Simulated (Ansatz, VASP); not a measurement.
# TiAl3: VASP beside Ansatz, part 2 of 2

Wanted: the spread between two codes on one cell, functional and k mesh. The cell is taken from a series of runs on this material, whose earlier steps may have relaxed, scaled, displaced or heated it; both programs get it as it stands.

VASP 6.6.1 and Ansatz 0.2.0.

So far: Starting point; VASP: zone-centre phonons, LDA.

## 2. VASP: zone-centre phonons, LDA (continued)

Level of this step: LDA; plane waves and PAW (Al, Ti_sv) (VASP).

Numbers of over 12 decimals in the logs are rounded to 6 here.

OUTCAR, selected parts (step 2):

```text
ion  position               nearest neighbor table
   1  0.500  0.500  0.000-   4 2.72   4 2.72   4 2.72   4 2.72   3 2.90   3 2.90   2 2.90   2 2.90
                             3 2.90   2 2.90   3 2.90   2 2.90
   2  0.750  0.250  0.500-   3 2.72   3 2.72   3 2.72   3 2.72   1 2.90   1 2.90   4 2.90   4 2.90
                             4 2.90   1 2.90   4 2.90   1 2.90
   3  0.250  0.750  0.500-   2 2.72   2 2.72   2 2.72   2 2.72   4 2.90   4 2.90   1 2.90   1 2.90
                             4 2.90   1 2.90   4 2.90   1 2.90
   4  0.000  0.000  0.000-   1 2.72   1 2.72   1 2.72   1 2.72   2 2.90   2 2.90   3 2.90   3 2.90
                             3 2.90   2 2.90   3 2.90   2 2.90

  LATTYP: Found a body centered tetragonal cell.
 ALAT       =     3.8496553906
 C/A-ratio  =     2.2503900069

 Subroutine GETGRP returns: Found 16 space group operations
 (whereof 16 operations were pure point group operations)

The static configuration has the point symmetry D_4h.

 Found    349 irreducible k-points:

   k-points           NKPTS =    349   k-points in BZ     NKDIM =    349   number of bands    NBANDS=     16

   dimension x,y,z NGX =    40 NGY =   40 NGZ =   40
   dimension x,y,z NGXF=    80 NGYF=   80 NGZF=   80

   ENCUT  =  500.0 eV  36.75 Ry    6.06 a.u.   9.33  9.33  9.33*2*pi/ulx,y,z

   NELECT =      21.0000    total number of electrons

 k-points in reciprocal lattice and weights: Automatic mesh
   0.00000000  0.00000000  0.00000000       0.000
   0.06250000  0.00000000 -0.00000000       0.002
   0.12500000  0.00000000 -0.00000000       0.002
   0.18750000  0.00000000 -0.00000000       0.002
   0.25000000  0.00000000 -0.00000000       0.002
   0.31250000  0.00000000 -0.00000000       0.002
   0.37500000  0.00000000 -0.00000000       0.002
   0.43750000  0.00000000 -0.00000000       0.002
   0.50000000  0.00000000 -0.00000000       0.001
[...]
-0.43750000 -0.43750000  0.43750000       0.000
   0.50000000  0.50000000  0.50000000       0.000

 average (electrostatic) potential at core
       1 -70.1483       2 -70.0807       3 -70.0807       4 -72.5748

  Total       -2.3619989     -2.3619989     -2.3631656      0.0000000      0.0000000      0.0000000
  in kB      -58.9517785    -58.9517785    -58.9808977      0.0000000      0.0000000      0.0000000
  external PRESSURE =     -58.9614849 kB  Pullay stress =       0.0000000 kB

  energy-cutoff  :      500.00
  volume of cell :       64.19
      direct lattice vectors                 reciprocal lattice vectors
    -1.924827695  1.924827695  4.331613011     0.000000000  0.259763511  0.115430441
     1.924827695 -1.924827695  4.331613011     0.259763511  0.000000000  0.115430441
     1.924827695  1.924827695 -4.331613011     0.259763511  0.259763511  0.000000000

 POSITION                                       TOTAL-FORCE (eV/Angst)
 -----------------------------------------------------------------------------------
      0.00000      0.00000      4.33161         0.000000     -0.000000     -0.000000
      0.00000      1.92483      2.16581        -0.000000      0.000000     -0.000000
      1.92483      0.00000      2.16581         0.000000     -0.000000      0.000000
      0.00000      0.00000      0.00000         0.000000     -0.000000     -0.000000
 -----------------------------------------------------------------------------------
    total drift:                               -0.000000     -0.000000     -0.000000

 Eigenvectors and eigenvalues of the dynamical matrix
 ----------------------------------------------------

   1 f  =    9.796865 THz    61.555516 2PiTHz  326.788229 cm-1    40.516558 meV
             X         Y         Z           dx          dy          dz
      0.000000  0.000000  4.331613    -0.060158   -0.797347   -0.000000
      0.000000  1.924828  2.165807    -0.000019   -0.000251    0.000000
      1.924828  0.000000  2.165807    -0.000019   -0.000251    0.000000
      0.000000  0.000000  0.000000     0.045179    0.598813   -0.000000

   2 f  =    9.796865 THz    61.555516 2PiTHz  326.788229 cm-1    40.516558 meV
             X         Y         Z           dx          dy          dz
      0.000000  0.000000  4.331613    -0.797347    0.060158    0.000000
      0.000000  1.924828  2.165807    -0.000251    0.000019   -0.000000
      1.924828  0.000000  2.165807    -0.000251    0.000019    0.000000
      0.000000  0.000000  0.000000     0.598813   -0.045179    0.000000

   3 f  =    9.495592 THz    59.662565 2PiTHz  316.738862 cm-1    39.270596 meV
             X         Y         Z           dx          dy          dz
      0.000000  0.000000  4.331613    -0.000000    0.000000   -0.000000
      0.000000  1.924828  2.165807     0.033029    0.706335    0.000000
      1.924828  0.000000  2.165807    -0.033029   -0.706335   -0.000000
      0.000000  0.000000  0.000000     0.000000   -0.000000    0.000000

   4 f  =    9.495592 THz    59.662565 2PiTHz  316.738862 cm-1    39.270596 meV
             X         Y         Z           dx          dy          dz
      0.000000  0.000000  4.331613     0.000000    0.000000   -0.000000
      0.000000  1.924828  2.165807    -0.706335    0.033029   -0.000000
      1.924828  0.000000  2.165807     0.706335   -0.033029    0.000000
      0.000000  0.000000  0.000000     0.000000    0.000000   -0.000000

   5 f  =    8.930333 THz    56.110935 2PiTHz  297.883833 cm-1    36.932872 meV
             X         Y         Z           dx          dy          dz
      0.000000  0.000000  4.331613     0.000000   -0.000000    0.368259
      0.000000  1.924828  2.165807     0.000000    0.000000   -0.538790
      1.924828  0.000000  2.165807     0.000000    0.000000   -0.538790
      0.000000  0.000000  0.000000     0.000000    0.000000    0.532725

   6 f  =    7.125568 THz    44.771262 2PiTHz  237.683352 cm-1    29.468967 meV
             X         Y         Z           dx          dy          dz
      0.000000  0.000000  4.331613     0.000000   -0.000000    0.000000
      0.000000  1.924828  2.165807     0.000000    0.000000   -0.707107
      1.924828  0.000000  2.165807     0.000000   -0.000000    0.707107
      0.000000  0.000000  0.000000    -0.000000   -0.000000   -0.000000

   7 f  =    6.217672 THz    39.066783 2PiTHz  207.399200 cm-1    25.714212 meV
             X         Y         Z           dx          dy          dz
      0.000000  0.000000  4.331613     0.135804   -0.364553    0.000000
      0.000000  1.924828  2.165807    -0.188118    0.504984    0.000000
      1.924828  0.000000  2.165807    -0.188118    0.504984   -0.000000
      0.000000  0.000000  0.000000     0.180672   -0.484996   -0.000000

   8 f  =    6.217672 THz    39.066783 2PiTHz  207.399200 cm-1    25.714212 meV
             X         Y         Z           dx          dy          dz
      0.000000  0.000000  4.331613     0.364553    0.135804    0.000000
      0.000000  1.924828  2.165807    -0.504984   -0.188118   -0.000000
      1.924828  0.000000  2.165807    -0.504984   -0.188118    0.000000
      0.000000  0.000000  0.000000     0.484996    0.180672   -0.000000

   9 f  =    5.605841 THz    35.222539 2PiTHz  186.990733 cm-1    23.183886 meV
             X         Y         Z           dx          dy          dz
      0.000000  0.000000  4.331613    -0.000000    0.000000    0.808686
      0.000000  1.924828  2.165807     0.000000   -0.000000   -0.014272
      1.924828  0.000000  2.165807     0.000000   -0.000000   -0.014272
      0.000000  0.000000  0.000000    -0.000000    0.000000   -0.587894

  10 f/i=    0.002129 THz     0.013376 2PiTHz    0.071009 cm-1     0.008804 meV
             X         Y         Z           dx          dy          dz
      0.000000  0.000000  4.331613    -0.455474    0.042654   -0.000000
      0.000000  1.924828  2.165807    -0.455829    0.042687   -0.000000
      1.924828  0.000000  2.165807    -0.455829    0.042687   -0.000000
      0.000000  0.000000  0.000000    -0.606868    0.056831   -0.000000

  11 f/i=    0.002129 THz     0.013376 2PiTHz    0.071009 cm-1     0.008804 meV
             X         Y         Z           dx          dy          dz
      0.000000  0.000000  4.331613    -0.042654   -0.455474   -0.000000
      0.000000  1.924828  2.165807    -0.042687   -0.455829   -0.000000
      1.924828  0.000000  2.165807    -0.042687   -0.455829   -0.000000
      0.000000  0.000000  0.000000    -0.056831   -0.606868   -0.000000

  12 f/i=    0.007851 THz     0.049330 2PiTHz    0.261885 cm-1     0.032470 meV
             X         Y         Z           dx          dy          dz
      0.000000  0.000000  4.331613     0.000000    0.000000   -0.458707
      0.000000  1.924828  2.165807     0.000000    0.000000   -0.457713
      1.924828  0.000000  2.165807     0.000000    0.000000   -0.457713
      0.000000  0.000000  0.000000     0.000000    0.000000   -0.608757

 ELASTIC MODULI CONTR FROM IONIC RELAXATION (kBar)
 Direction    XX          YY          ZZ          XY          YZ          ZX
 --------------------------------------------------------------------------------
 XX          -4.7550      4.7550      0.0000      0.0000     -0.0000     -0.0000
 YY           4.7550     -4.7550      0.0000      0.0000      0.0000      0.0000
 ZZ           0.0000      0.0000      0.0000      0.0000      0.0000      0.0000
 XY           0.0000      0.0000      0.0000      0.0000      0.0000      0.0000
 YZ          -0.0000      0.0000      0.0000      0.0000    -18.9100      0.0000
 ZX          -0.0000      0.0000      0.0000      0.0000      0.0000    -21.6133
 --------------------------------------------------------------------------------
```

## 3. Ansatz: zone-centre phonons, LDA

Ansatz runs on its PAW soft_1 files.

The same cell, functional (in two slightly different forms), mesh and smearing now go to Ansatz, which takes its cutoff from its data sets.

input.yaml reads:

```yaml
crystal:
  lattice:
    - [-1.9248276953, 1.9248276953, 4.3316130106]
    - [1.9248276953, -1.9248276953, 4.3316130106]
    - [1.9248276953, 1.9248276953, -4.3316130106]
  atoms:
    - { symbol: Al, position: [0.5, 0.5, 0.0] }
    - { symbol: Al, position: [0.75, 0.25, 0.5] }
    - { symbol: Al, position: [0.25, 0.75, 0.5] }
    - { symbol: Ti, position: [0.0, 0.0, 0.0] }
kpoints:
  mp_grid: { grid: [16, 16, 16] }
hamiltonian:
  xc: lda
  pseudopotentials: { kind: paw, azcp: { folder: soft_1 }, xc_functional: pbe }
scf:
  occupations: { method: methfessel_paxton, width: 0.2 }
output:
  eigenvalues: true
phonons:
  method: dfpt
```

On the command line:

```bash
> ansatz run input.yaml --threads 4 --pin off --max-ram 16384MiB --backend cpu --events-out ev --progress --plain --runs-dir out
```

What it wrote:

```text
zone centre: on kpoints.mp_grid the ground state, and the responses unless they are solved on pairs of k-points, stand on 621 of the mesh's 4096 k-points, reduced under 4 symmetry operations, with k and −k counted as one. Each operation leaves every solved displacement unchanged or reverses it
Engine: ansatz 0.2.0, x86_64-unknown-linux-gnu
Pseudopotentials: kind: paw
Pseudopotential: Al, paw, valence charge 3, recommended cutoff 420 eV (normal), soft_1/Al.paw.azcp
Pseudopotential: Ti, paw, valence charge 12, recommended cutoff 420 eV (normal), soft_1/Ti.paw.azcp
Functional definition: SPW92
  exchange = slater_x
  correlation = pw_c
Crystal: 4 atoms, lattice volume = 64.194 Å³
Basis set: ecut = 420 eV, 1299 PW (Γ), exchange–correlation on 72×72×72 points (8 copies of the dense FFT grid, shifted against one another)
Bands: 15, of which v1, the nominal top of the filled ones, is band 11 counted from 1 (10 counted from 0)
Symmetry: 16 space group operations
k-points: 621 of 4096 (irreducible under 4 space group operations, time reversal used)
Non-local potential: Al, projectors of the file, l = 0: 2, l = 1: 2, l = 2: 1
Non-local potential: Ti, projectors of the file, l = 0: 3, l = 1: 2, l = 2: 3, l = 3: 1
PAW form: soft (Blöchl's): semilocal exchange-correlation on the pseudo side does not see the compensation charge
PAW frozen core: Al, regenerated for the run's functional, and the local potential with it (the file was generated under x = pbe(κ = 0.804, μ = 0.219515), c = pbe(β = 0.066725))
PAW frozen core: Ti, regenerated for the run's functional, and the local potential with it (the file was generated under x = pbe(κ = 0.804, μ = 0.219515), c = pbe(β = 0.066725))
PAW one-centre angular grid: Al, 110 points (default); XC on 64 Gauss nodes
PAW one-centre angular grid: Ti, 590 points (default); XC on 64 Gauss nodes
Initial density: superposition of atomic densities (chi_scale 0.1, normalization cell, long waves kept (reshape's long-wave potential 0.00 eV rms))
Initial wavefunctions: pseudopotential atomic-orbital guess
Functional: x = slater, c = lda
SCF iter   1: F=—  HF=-3990.888581 eV  |F-HF|=—  |Δ(HF+E_count)|=         —  Δρ=2.77e-2  dr2=6.25e-1  ethr=3.10e-3  ⟨swp⟩=5.1  Hψ=47239  notcnv=0
preconditioner: auto → Kerker (q_TF=auto, 2.265 Å⁻¹)  [metal: Δε(μ)=0.006 eV  Ē_g=5.414 eV  σ=0.200 eV  W_gap=0.03  n_scr=10 (ndim 8)  ℏωp=16.7 eV  f_vac=0.000  D(μ)=1.68/eV (n_scr^D=10)]
SCF iter   2: F=—  HF=-3990.678013 eV  |F-HF|=—  |Δ(HF+E_count)|=   2.11e-1  S|Δr|=    0.00e0  Δρ=1.73e-2  dr2=2.75e-1  ethr=2.97e-3  ⟨swp⟩=2.0  Hψ=16436  notcnv=0
SCF iter   3: F=—  HF=-3990.540615 eV  |F-HF|=—  |Δ(HF+E_count)|=   1.37e-1  S|Δr|=    0.00e0  Δρ=1.88e-3  dr2=2.05e-3  ethr=1.31e-3  ⟨swp⟩=2.6  Hψ=15432  notcnv=0
SCF iter   4: F=—  HF=-3990.539732 eV  |F-HF|=—  |Δ(HF+E_count)|=   8.83e-4  S|Δr|=    0.00e0  Δρ=5.21e-4  dr2=1.33e-4  ethr=9.78e-6  ⟨swp⟩=2.7  Hψ=14931  notcnv=0
SCF iter   5: F=—  HF=-3990.539679 eV  |F-HF|=—  |Δ(HF+E_count)|=   5.30e-5  S|Δr|=    0.00e0  Δρ=7.73e-5  dr2=5.50e-6  ethr=6.33e-7  ⟨swp⟩=2.0  Hψ=13147  notcnv=0
SCF iter   6: F=—  HF=-3990.539676 eV  |F-HF|=—  |Δ(HF+E_count)|=   2.63e-6  S|Δr|=    0.00e0  Δρ=1.26e-5  dr2=7.97e-8  ethr=2.62e-8  ⟨swp⟩=2.1  Hψ=11036  notcnv=0
SCF iter   7: F=—  HF=-3990.539676 eV  |F-HF|=—  |Δ(HF+E_count)|=   2.37e-8  S|Δr|=    0.00e0  Δρ=2.54e-6  dr2=3.65e-9  ethr=3.79e-10  ⟨swp⟩=2.6  Hψ=15420  notcnv=0
SCF iter   8: F=—  HF=-3990.539676 eV  |F-HF|=—  |Δ(HF+E_count)|=  8.07e-10  S|Δr|=    0.00e0  Δρ=5.50e-7  dr2=1.82e-10  ethr=1.74e-11  ⟨swp⟩=2.8  Hψ=15299  notcnv=0
SCF iter   9: F=-3990.539676 eV  HF=-3990.539676 eV  |F-HF|=2.73e-12  |Δ(HF+E_count)|=  3.46e-11  S|Δr|=    0.00e0  Δρ=8.95e-8  dr2=4.67e-12  ethr=1.00e-12  ⟨swp⟩=5.1  Hψ=34759  notcnv=0
SCF 1 converged in 9 iterations: F = -3990.539676 eV  dr2 = 4.67e-12
  greatest PAW one-centre occupation: 0.998 electrons in one spin orbital (limit 2), on the Ti atom at site 3 (counted from 0), in its partial waves of l = 0
DFPT response loops at Γ: preconditioner auto → Kerker (q_TF=auto, 2.265 Å⁻¹) (partly filled bands, converged f_vac=0.000); β = 1.00, the filter's whole step (`scf.mixing.beta` (0.50) is not read by the response loops under this deck's `scf.mixing.preconditioner`; to damp them name `kerker` or `kerker_dos`, under which they read `scf.mixing.beta`, and type it under 1.00, their step now; both keys bind the ground state too); Broyden in place of MSR1
SCF converged after 9 iterations
Stability not checked: this state was not tested for a lower state beside it, because cold or Methfessel-Paxton smearing, or corrected tetrahedra, fill the levels in a way that the test cannot read (fill_not_monotonic; see scf.lower_state_search)
Free energy (F): -3990.539676 eV
Harris-Foulkes:  -3990.539676 eV  (|F-HF|=2.73e-12)
Internal energy: -3990.541012 eV  (E = F + TS)
E sigma→0 (E₀):  -3990.540010 eV
Entropy (-TS):   0.001336 eV (0.334 meV/atom)
Fermi energy:    9.126069 eV
Step filling:    the computed levels leave a gap of 0.0017 eV = 0.0 smearing widths at the electron count; against every level under it full and every level over it empty, smearing changes F+E_penalty+E_count by +0.303 meV and its σ→0 estimate by -0.030 meV
--- Per-component energies (eV) ---
  E_band       = -158.939388
  E_kinetic    = 349.329337
  E_local      = -1265.439718  (includes V_loc(G=0)·N_el)
  E_nonlocal   = 98.045914
  E_hartree    = 539.818116
  E_xc         = -227.884232
  E_vxc        = -234.213992  (∫ρ·V_xc dr)
  E_paw        = -2329.870643  (= ΣΔE_a)
  E_vpaw       = -186.297116  (= ΣTr[D̂ρ^β])
  E_aug_tail   = -0.000090  (compensation charges beyond the density's cutoff)
  E_ewald      = -1155.032796
  E_core_change = 0.493100  (= ΣΔE_core)
  E_smearing   = 0.001336  (= −TS)
  E_closure    = -0.000000  (closes the sum)
  Σ components = -3990.539676   (vs F -3990.539676, Δ=0.00e0)
--- Band table (eV; the first three rows and the last of 621) ---
  k-point 0: bands = [... 7 lower, 7.7759, 7.9517, 7.9517, 9.9448, 10.8804, 10.8804, 11.3746, 11.4332]
  k-point 1: bands = [... 7 lower, 7.6869, 7.6902, 7.9470, 9.5798, 10.9599, 10.9838, 11.2511, 11.6210]
  k-point 2: bands = [... 7 lower, 7.1057, 7.4784, 7.9340, 8.8352, 11.0382, 11.1195, 11.1264, 11.9808]
  k-point 620: bands = [... 7 lower, 8.2644, 8.2644, 8.9103, 9.8143, 9.8143, 10.0536, 12.1720, 13.5958]
--- Phonons (Γ-DFPT): 6 representative perturbations + reference, on 621 of 4096 k-points (Σ response iterations 18) ---
  k mesh reduced under 4 symmetry operations, with k and −k counted as one. Each operation leaves every solved displacement unchanged or reverses it
  ASR residual: 5.847e-5 → 0.000e0 eV/Å²; symmetrization residual: 3.544e-6 eV/Å²
  ASR residual per site (eV/Å²): 1.12e-5 9.44e-6 9.44e-6 5.85e-5
  Γ frequencies (cm⁻¹): 0.00 0.00 0.00 186.42 206.68 206.68 236.82 296.30 315.33 315.33 325.91 325.91
  non-analytic LO–TO correction: not included (Born effective charges unavailable; polar crystals: no LO–TO splitting at Γ)
```

In the SCF lines HF is the Harris–Foulkes energy and dr2 the Hartree energy of the density residual, in eV; the loop may stop once dr2 is under the threshold and the program's other checks hold. Hψ counts applications of the Hamiltonian.

## 4. Comparison

Known differences besides the potentials themselves: the two LDA forms differ slightly; the cutoff is 420 eV in Ansatz and 500 eV in VASP; VASP's log shows a relativistic correction to its local exchange, Ansatz's none. Total energies have different zeros and are not compared.

Both answers:

```tsv
quantity	Ansatz	VASP	difference
optical mode 1 (cm⁻¹)	186.4	187.0	-0.31 %
optical mode 2 to 3 (cm⁻¹)	206.7	207.4	-0.35 %
optical mode 4 (cm⁻¹)	236.8	237.7	-0.36 %
optical mode 5 (cm⁻¹)	296.3	297.9	-0.53 %
optical mode 6 to 7 (cm⁻¹)	315.3	316.7	-0.44 %
optical mode 8 to 9 (cm⁻¹)	325.9	326.8	-0.27 %
```

Modes are paired by rising frequency, not by their patterns, so a pair may set unlike modes beside each other; they are those without the splitting of longitudinal modes.

## 5. Summary of results

| Quantity | Value |
| --- | --- |
| r.m.s. difference of the optical zone-centre modes, each program's sorted by frequency (zone-centre phonons, LDA) | 1.1 cm⁻¹ |
| difference in optical mode 5 (zone-centre phonons, LDA) | -0.5 % |

What this shows: The r.m.s. difference of the optical zone-centre modes, each program's sorted by frequency is 1.1 cm⁻¹ (zone-centre phonons, LDA). Among the rows given in per cent, the largest difference of the zone-centre phonons, LDA pair is in optical mode 5, -0.5 %. Such differences can come from data sets, numerical settings and the points named under the comparisons, not from the functional's error against experiment.

[Lines on the potential files, build, host, timing and source positions are cut from VASP's logs without a mark.]

[Logs are printed without paths, hosts, clocks, repeated set-up lines and the standing remarks that a program may print on its own settings, such as how far it seeks lower states.]

[Hosts, paths, dates, database ids (printed as entryN), source tags and the programs' standing remarks are cut or masked in the printed files.]
